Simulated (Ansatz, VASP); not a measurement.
# Cross-check of Hf2Si (Hf2Si (I4/mcm)) between VASP and Ansatz

Wanted: the spread between two codes on one cell, functional and k mesh. The cell is taken from a series of runs on this material, whose earlier steps may have relaxed, scaled, displaced or heated it; both programs get it as it stands.

Method: plane waves, with VASP 6.6.1 beside it; relaxation of cell and atoms at r2SCAN, in Ansatz 0.2.0.

**1. The starting structure**

Symmetry: I4/mcm, No. 140, tetragonal system. The conventional cell has a = 6.551 Å, b = 6.551 Å, c = 5.166 Å, α = 90.00°, β = 90.00°, γ = 90.00°. Nearest to Hf lie 4 Si at 2.79 Å and 3 Hf at 2.90 to 3.11 Å. Si has 2 Si at 2.58 Å and 8 Hf at 2.79 Å nearest. Farther neighbours are not listed.

**2. Ansatz: relaxation of cell and atoms, r2SCAN**

Ansatz runs on its default PAW (the set named soft_2) files.

The relaxed volume is the usual yardstick between codes: in a stiff, nearly cubic crystal its relative difference is about their pressure difference at one cell divided by the bulk modulus.

Contents of input.yaml:

```yaml
crystal:
  lattice:
    - [-3.2753522, 3.2753522, 2.5828234]
    - [3.2753522, -3.2753522, 2.5828234]
    - [3.2753522, 3.2753522, -2.5828234]
  atoms:
    - { symbol: Hf, position: [0.34351362, 0.15648638, 0.5] }
    - { symbol: Hf, position: [0.84351362, 0.34351362, 0.18702724] }
    - { symbol: Hf, position: [0.65648638, 0.84351362, 0.5] }
    - { symbol: Hf, position: [0.15648638, 0.65648638, 0.81297276] }
    - { symbol: Si, position: [0.25, 0.25, 0.0] }
    - { symbol: Si, position: [0.75, 0.75, 0.0] }
basis:
  ecutwfc: 500
  xc_grid: 2
hamiltonian:
  xc: r2scan
kpoints:
  mp_grid: { grid: [10, 10, 10] }
scf:
  occupations: { method: fermi_dirac, width: 0.05 }
  max_iter: 150
output:
  forces: true
  stress: true
relax:
  f_tol: 0.01
  max_steps: 60
  cell: {}
checkpoint:
  write: "../r2scan.run"
  compress: false
  write_wavefunctions: false
  write_every: 100000
```

On the command line:

```sh
ansatz run input.yaml --threads 1 --pin off --max-ram 2355MiB --backend cpu --events-out ev --progress --plain --runs-dir out
```

Numbers of over 12 decimals in the logs are rounded to 6 here.

Output:

```text
Engine: ansatz 0.2.0, aarch64-unknown-linux-gnu
Pseudopotentials: kind: paw
Pseudopotential: Hf, paw, valence charge 26, recommended cutoff 500 eV (meta_gga), Hf.paw.azcp
Pseudopotential: Si, paw, valence charge 4, recommended cutoff 500 eV (meta_gga), Si.paw.azcp
Functional definition: r2SCAN
  parameter k0 = 0.174
  parameter k1 = 0.065
  parameter a1 = 4.9479
  exchange = r2scan_x(k0 = k0, k1 = k1, a1 = a1)
  correlation = r2scan_c
Crystal: 6 atoms, lattice volume = 110.833 Å³
Basis set: ecut = 500 eV, 2829 PW (Γ), exchange–correlation on 80×80×80 points (8 copies of the dense FFT grid, shifted against one another)
Bands: 68, of which v1, the nominal top of the filled ones, is band 56 counted from 1 (55 counted from 0)
Symmetry: 16 space group operations
Space group: I4/mcm (ITA 140), of the structure as read, at distance tolerance 4.8e-5 Å
k-points: 102 of 1000
Non-local potential: Hf, projectors of the file, l = 0: 3, l = 1: 2, l = 2: 2, l = 3: 3
Non-local potential: Si, projectors of the file, l = 0: 2, l = 1: 2, l = 2: 2
PAW form: soft (Blöchl's): semilocal exchange-correlation on the pseudo side does not see the compensation charge
PAW frozen core: Hf, regenerated for the run's functional (the file was generated under x = pbe(κ = 0.804, μ = 0.219515), c = pbe(β = 0.066725))
PAW frozen core: Si, regenerated for the run's functional (the file was generated under x = pbe(κ = 0.804, μ = 0.219515), c = pbe(β = 0.066725))
PAW one-centre angular grid: Hf, 974 points (default); XC on 160 Gauss nodes
PAW one-centre angular grid: Si, 302 points (default); XC on 160 Gauss nodes
Initial density: superposition of atomic densities (neutral atoms: chi_scale 0, normalization atom), corrected by the library's trained network
Initial wavefunctions: pseudopotential atomic-orbital guess
Functional: x = r2scan, c = r2scan; τ floored in thin density (d = 2e-4 eV/Å³)
SCF iter   1: F=—  HF=-64215.074221 eV  |F-HF|=—  |Δ(HF+E_count)|=         —  Δρ=8.43e-3  dr2=4.54e-2  dr2_τ=1.08e-1  ethr=1.77e-3  ⟨swp⟩=5.7  Hψ=23294  notcnv=0  defer=26
preconditioner: auto → Kerker (q_TF=auto, 2.733 Å⁻¹)  [metal: Δε(μ)=0.004 eV  Ē_g=17.854 eV  σ=0.050 eV  W_gap=0.02  n_scr=38 (ndim 8)  ℏωp=36.0 eV  f_vac=0.000  D(μ)=2.13/eV (n_scr^D=12)]
SCF iter   2: F=—  HF=-64215.130617 eV  |F-HF|=—  |Δ(HF+E_count)|=   5.64e-2  Δρ=3.88e-3  dr2=1.79e-2  dr2_τ=3.24e-3  ethr=4.05e-5  ⟨swp⟩=2.0  Hψ=14587  notcnv=0  defer=407
SCF iter   3: F=—  HF=-64215.128160 eV  |F-HF|=—  |Δ(HF+E_count)|=   2.46e-3  Δρ=3.14e-3  dr2=1.02e-2  dr2_τ=4.70e-4  ethr=1.60e-5  ⟨swp⟩=2.0  Hψ=9394  notcnv=0  defer=407
SCF iter   4: F=—  HF=-64215.129455 eV  |F-HF|=—  |Δ(HF+E_count)|=   1.30e-3  Δρ=4.43e-4  dr2=1.31e-4  dr2_τ=2.84e-5  ethr=9.07e-6  ⟨swp⟩=2.3  Hψ=11625  notcnv=0  defer=407
SCF iter   5: F=—  HF=-64215.129459 eV  |F-HF|=—  |Δ(HF+E_count)|=   4.24e-6  Δρ=1.38e-4  dr2=2.68e-5  dr2_τ=1.79e-6  ethr=1.17e-7  ⟨swp⟩=2.0  Hψ=12241  notcnv=0  defer=407
SCF iter   6: F=—  HF=-64215.129465 eV  |F-HF|=—  |Δ(HF+E_count)|=   5.79e-6  Δρ=4.29e-5  dr2=1.92e-6  dr2_τ=1.50e-7  ethr=2.40e-8  ⟨swp⟩=2.0  Hψ=11849  notcnv=0  defer=407
SCF iter   7: F=—  HF=-64215.129465 eV  |F-HF|=—  |Δ(HF+E_count)|=   1.51e-7  Δρ=1.19e-5  dr2=2.16e-7  dr2_τ=7.36e-9  ethr=1.71e-9  ⟨swp⟩=2.0  Hψ=12239  notcnv=0  defer=407
SCF iter   8: F=-64215.129465 eV  HF=-64215.129465 eV  |F-HF|=9.89e-9  |Δ(HF+E_count)|=   4.85e-8  Δρ=2.76e-6  dr2=7.69e-9  dr2_τ=8.16e-10  ethr=8.93e-11  ⟨swp⟩=4.0  Hψ=24503  notcnv=0
SCF 1 converged in 8 iterations: F = -64215.129465 eV  dr2 = 7.69e-9
  greatest PAW one-centre occupation: 0.998 electrons in one spin orbital (limit 2), on the Hf atom at site 2 (counted from 0), in its partial waves of l = 3
relax step   1: F+E_penalty+E_count = -64215.12946525 eV  Δ(F+E_penalty+E_count) = +0.000e0 eV  max|allowed force component| = 1.136e-2 eV/Å  Δτ_max = 0.0000 Å  P = +0.455 GPa  Ω = 110.833 Å³  (8 SCF iters, dr2 threshold 1.00e-7 eV, accepted)
[...]
relax step   2: F+E_penalty+E_count = -64215.12587834 eV  Δ(F+E_penalty+E_count) = +3.587e-3 eV  max|allowed force component| = 8.428e-2 eV/Å  Δτ_max = 0.0079 Å  P = -0.936 GPa  Ω = 111.917 Å³  energy of the carried Pulay correction = -9.145e-5 eV  (7 SCF iters, dr2 threshold 6.00e-7 eV, rejected (line search))
[...]
relax step   3: F+E_penalty+E_count = -64215.12998234 eV  Δ(F+E_penalty+E_count) = -5.171e-4 eV  max|allowed force component| = 6.574e-4 eV/Å  Δτ_max = 0.0009 Å  P = -0.007 GPa  Ω = 111.182 Å³  energy of the carried Pulay correction = -2.955e-5 eV  (10 SCF iters, accepted)
[...]
relax step   4: F+E_penalty+E_count = -64215.13001159 eV  Δ(F+E_penalty+E_count) = -2.925e-5 eV  max|allowed force component| = 6.608e-4 eV/Å  Δτ_max = 0.0000 Å  P = -0.006 GPa  Ω = 111.182 Å³  stress off target by 1.36e-2 GPa  SCF on the basis re-selected at this cell (its energy is not comparable with the rows above)  (3 SCF iters)
basis re-selected at this cell: Δ(F+E_penalty+E_count) = -2.925e-5 eV, ΔP = +0.000 GPa vs the last step (what re-selecting the basis moved, of the pressure what is left beyond the Pulay correction that the steps carried, after the strain that the cell walked since its last selection, with what the two solves' SCF thresholds leave and, on support functions, any second-order correction that the steps lacked; it is no m [...]
SCF converged after 3 iterations
Free energy (F): -64215.130012 eV
Harris-Foulkes:  -64215.130012 eV  (|F-HF|=5.09e-11)
Internal energy: -64215.112914 eV  (E = F + TS)
E sigma→0 (E₀):  -64215.121463 eV
Entropy (-TS):   -0.017097 eV (-2.850 meV/atom)
Fermi energy:    18.257424 eV
--- Per-component energies (eV) ---
  E_band       = 62.630235
  E_kinetic    = 1780.861629
  E_local      = -22153.322578  (includes V_loc(G=0)·N_el)
  E_nonlocal   = -4945.524457
  E_hartree    = 10457.518926
  E_xc         = -1239.808296
  E_vxc        = -1277.453840  (∫ρ·V_xc dr)
  E_paw        = -28846.633200  (= ΣΔE_a)
  E_vpaw       = 5681.416123  (= ΣTr[D̂ρ^β])
  E_aug_tail   = 0.000004  (compensation charges beyond the density's cutoff)
  E_vtau       = 61.615391  (kinetic-family band-sum trace: ∫τ·v_τ [+ j·A + Jᵃ·Aᵃ] dr)
  E_ewald      = -19269.338163
  E_core_change = 1.133221  (= ΣΔE_core)
  E_smearing   = -0.017097  (= −TS)
  E_closure    = 0.000000  (closes the sum)
  Σ components = -64215.130012   (vs F -64215.130012, Δ=0.00e0)
--- Forces (eV/Å), atoms counted from 1 ---
  atom   1  Hf     0.00066079    -0.00066079    -0.00000000
  atom   2  Hf    -0.00066079    -0.00066079    -0.00000000
  atom   3  Hf    -0.00066079     0.00066079     0.00000000
  atom   4  Hf     0.00066079     0.00066079     0.00000000
  atom   5  Si    -0.00000000     0.00000000     0.00000000
  atom   6  Si     0.00000000     0.00000000    -0.00000000
  max |Σ_I F_I| component: 1.73e-18 eV/Å
--- Stress (GPa, compression-positive) ---
       -0.013589      -0.000000      -0.000000
       -0.000000      -0.013589       0.000000
       -0.000000       0.000000       0.007911
  P = ⅓ Tr σ = -0.0064 GPa (-0.064 kbar)
--- Relaxed structure (3 steps of the walk, 2 accepted, 1 SCFs on fresh bases) ---
  F+E_penalty+E_count = -64215.13001159 eV   max|allowed force component| = 6.608e-4 eV/Å   (the final SCF, on the basis selected at the relaxed cell)
  cell:  # Å, volume = 111.1823 Å³
    - [-3.279747, 3.279747, 2.584016]
    - [3.279747, -3.279747, 2.584016]
    - [3.279747, 3.279747, -2.584016]
  atoms:
    - { symbol: Hf, position: [0.343421, 0.156579, 0.5] }
    - { symbol: Hf, position: [0.843421, 0.343421, 0.186843] }
    - { symbol: Hf, position: [0.656579, 0.843421, 0.5] }
    - { symbol: Hf, position: [0.156579, 0.656579, 0.813157] }
    - { symbol: Si, position: [0.250000, 0.250000, 0] }
    - { symbol: Si, position: [0.75, 0.75, 0] }
```

**3. VASP: relaxation of cell and atoms, r2SCAN**

The same cell, functional, mesh and smearing now go to VASP, with its own data sets.

Lines of VASP's logs that name or quote its potential files are left out, and so is its time.

Contents of INCAR:

```
SYSTEM = Hf2Si
PREC = Accurate
ENCUT = 550
EDIFF = 1E-07
NELM = 120
ISMEAR = -1
SIGMA = 0.05
LREAL = .FALSE.
ALGO = Normal
METAGGA = R2SCAN
LASPH = .TRUE.
NBANDS = 30
LORBIT = 11
LWAVE = .FALSE.
LCHARG = .FALSE.
ISIF = 3
IBRION = 2
NSW = 80
EDIFFG = -0.005
GGA_COMPAT = .FALSE.
NELMIN = 4
LMIXTAU = .TRUE.
KPAR = 2
```

Contents of POSCAR:

```
Hf2Si
1.0
   -3.2753520000      3.2753520000      2.5828230000
    3.2753520000     -3.2753520000      2.5828230000
    3.2753520000      3.2753520000     -2.5828230000
Hf Si
4 2
Direct
    0.3435136132      0.1564863868      0.5000000000
    0.8435136132      0.3435136132      0.1870272264
    0.6564863868      0.8435136132      0.5000000000
    0.1564863868      0.6564863868      0.8129727736
    0.2500000000      0.2500000000      0.0000000000
    0.7500000000      0.7500000000      0.0000000000
```

Contents of KPOINTS:

```
Automatic mesh
0
Gamma
10 10 10
0 0 0
```

PAW data sets: Hf_pv and Si (PBE family, release 64).

On the command line:

```sh
mpirun -np 2 vasp_std
```

Output:

```text
[banner, memory and clock lines left out]
running    2 mpi-ranks, on    1 nodes
 distrk:  each k-point on    1 cores,    2 groups
 distr:  one band on    1 cores,    1 groups

 POSCAR found type information on POSCAR HfSi
 POSCAR found :  2 types and       6 ions
|                                                                             |
|               ----> ADVICE to this user running VASP <----                  |
|                                                                             |
|     You enforced a specific xc type in the INCAR file but a different       |
|     [... a line on the potential file left out ...]
|     I HOPE YOU KNOW WHAT YOU ARE DOING!                                     |
|                                                                             |

 LDA part: xc-table for (None), standard interpolation
 POSCAR, INCAR and KPOINTS ok, starting setup
 FFT: planning ... GRIDC
 FFT: planning ... GRID_SOFT
 FFT: planning ... GRID
 WAVECAR not read
 entering main loop
       N       E                     dE             d eps       ncg     rms          rms(c)
DAV:   1     0.408856548374E+02    0.40886E+02   -0.27458E+04  6120   0.164E+03
DAV:   2    -0.201978852476E+03   -0.24286E+03   -0.23297E+03  7216   0.372E+02
DAV:   3    -0.215189760677E+03   -0.13211E+02   -0.12422E+02  8066   0.529E+01
DAV:   4    -0.215465916420E+03   -0.27616E+00   -0.27335E+00  7310   0.797E+00
DAV:   5    -0.215472385458E+03   -0.64690E-02   -0.64632E-02  7440   0.114E+00    0.106E+02
DAV:   6    -0.203525622791E+03    0.11947E+02   -0.43267E+00  6974   0.120E+01    0.627E+01
DAV:   7    -0.199368763310E+03    0.41569E+01   -0.42890E+00  6932   0.130E+01    0.651E+00
DAV:   8    -0.203469921247E+03   -0.41012E+01   -0.35731E+00  6672   0.111E+01    0.152E+01
DAV:   9    -0.203663676552E+03   -0.19376E+00   -0.24246E-01  7160   0.265E+00    0.105E+00
DAV:  10    -0.202898468383E+03    0.76521E+00   -0.39285E-01  6360   0.592E+00    0.215E+00
DAV:  11    -0.202900513998E+03   -0.20456E-02   -0.71848E-03  7980   0.432E-01    0.256E+00
DAV:  12    -0.202899261604E+03    0.12524E-02   -0.15664E-04  7276   0.833E-02    0.261E+00
DAV:  13    -0.202785407812E+03    0.11385E+00   -0.21901E-01  6890   0.293E+00    0.811E-01
DAV:  14    -0.202847304319E+03   -0.61897E-01   -0.16460E-02  6946   0.674E-01    0.131E+00
[...]
DAV:  24    -0.202909805054E+03    0.70739E-04   -0.13571E-04  7228   0.584E-02    0.310E-01
DAV:  25    -0.202909795149E+03    0.99051E-05   -0.12405E-05  7370   0.237E-02    0.179E-01
DAV:  26    -0.202909793472E+03    0.16765E-05   -0.45195E-06  7044   0.161E-02    0.697E-02
DAV:  27    -0.202909795520E+03   -0.20479E-05   -0.18106E-06  7144   0.111E-02    0.289E-02
DAV:  28    -0.202909794561E+03    0.95898E-06   -0.48753E-07  6302   0.665E-03    0.141E-02
DAV:  29    -0.202909794902E+03   -0.34036E-06   -0.20490E-07  5020   0.389E-03    0.638E-03
DAV:  30    -0.202909794502E+03    0.39999E-06   -0.36634E-08  3936   0.153E-03    0.537E-03
DAV:  31    -0.202909794572E+03   -0.70732E-07   -0.25674E-08  3858   0.123E-03
   1 F= -.20290979E+03 E0= -.20290129E+03  d E =-.202910E+03
[...]
2 F= -.20290982E+03 E0= -.20290133E+03  d E =-.210527E-04
[...]
3 F= -.20290985E+03 E0= -.20290136E+03  d E =-.580386E-04
[...]
4 F= -.20290985E+03 E0= -.20290136E+03  d E =-.580014E-04
 curvature:  -0.30 expect dE=-0.871E-05 dE for cont linesearch -0.224E-08
 trial: gam= 0.12715 g(F)=  0.169E-07 g(S)=  0.294E-04 ort = 0.129E-05 (trialstep = 0.917E+00)
 search vector abs. value=  0.334E-04
 bond charge predicted
       N       E                     dE             d eps       ncg     rms          rms(c)
DAV:   1    -0.202909899994E+03   -0.47422E-04   -0.27534E-03  6180   0.326E-01    0.148E-01
DAV:   2    -0.202909869169E+03    0.30826E-04   -0.10966E-04  7098   0.624E-02    0.322E-02
DAV:   3    -0.202909864939E+03    0.42292E-05   -0.15384E-05  6996   0.215E-02    0.138E-02
DAV:   4    -0.202909860066E+03    0.48739E-05   -0.76216E-06  7240   0.161E-02    0.999E-03
DAV:   5    -0.202909859907E+03    0.15871E-06   -0.10747E-06  6990   0.765E-03    0.642E-03
DAV:   6    -0.202909859115E+03    0.79172E-06   -0.72315E-07  6546   0.620E-03    0.189E-03
DAV:   7    -0.202909859408E+03   -0.29275E-06   -0.28275E-07  5100   0.429E-03    0.726E-04
DAV:   8    -0.202909859372E+03    0.35592E-07   -0.33104E-08  3642   0.154E-03
   5 F= -.20290986E+03 E0= -.20290137E+03  d E =-.679860E-05
 trial-energy change:   -0.000007  1 .order   -0.000005   -0.000027    0.000017
 step:   0.6115(harm=  0.5633)  dis= 0.00000  next Energy=  -202.909862 (dE=-0.957E-05)
 reached required accuracy - stopping structural energy minimisation
```

[end of part 1 of 2]

[Lines on the potential files, build, host, timing and source positions are cut from VASP's logs without a mark.]

[Logs are printed without paths, hosts, clocks, repeated set-up lines and the standing remarks that a program may print on its own settings, such as how far it seeks lower states.]

[Hosts, paths, dates, database ids (printed as entryN), source tags and the programs' standing remarks are cut or masked in the printed files.]
